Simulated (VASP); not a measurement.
CdS:

```
Cd S
1.0
     0.00000    2.91650    2.91650
     2.91650    0.00000    2.91650
     2.91650    2.91650    0.00000
Cd S
1 1
Direct
  0.00000 0.00000 0.00000
  0.25000 0.25000 0.25000
```

| Item | Value |
| --- | --- |
| Program | VASP 6.6.1 |
| Task | relaxation of cell and atoms |
| Functional | PBE |
| Potentials or basis | VASP PAW PBE potentials, release 64 (Cd, S) |
| Cutoff | 520 eV |
| k mesh | 10 × 10 × 10 |
| Occupations | gaussian, width 0.02 eV |
| Spin | no spin polarisation |

At the start: pressure 3.2 GPa; volume 24.81 Å³/atom.

Question: Where does the relaxation end?

Answer: Over 3 steps the energy falls by 12.9 meV/atom and the volume is 26.16 Å³/atom (+5.4 %); space group F-43m (No. 216, to 0.05 Å).

Step by step:
```
step  energy change (eV)  largest force (eV/Å)  pressure (GPa)  volume (Å³)
   1              0.0000                0.0000            3.21        49.62
   2             -0.0230                0.0000           -0.93        53.27
   3             -0.0258                0.0000            0.01        52.31
```

Final structure:
```
CELL_PARAMETERS angstrom
0.00000 2.96842 2.96842
2.96842 0.00000 2.96842
2.96842 2.96842 0.00000
ATOMIC_POSITIONS crystal
Cd 0.00000 0.00000 0.00000
S 0.25000 0.25000 0.25000
```
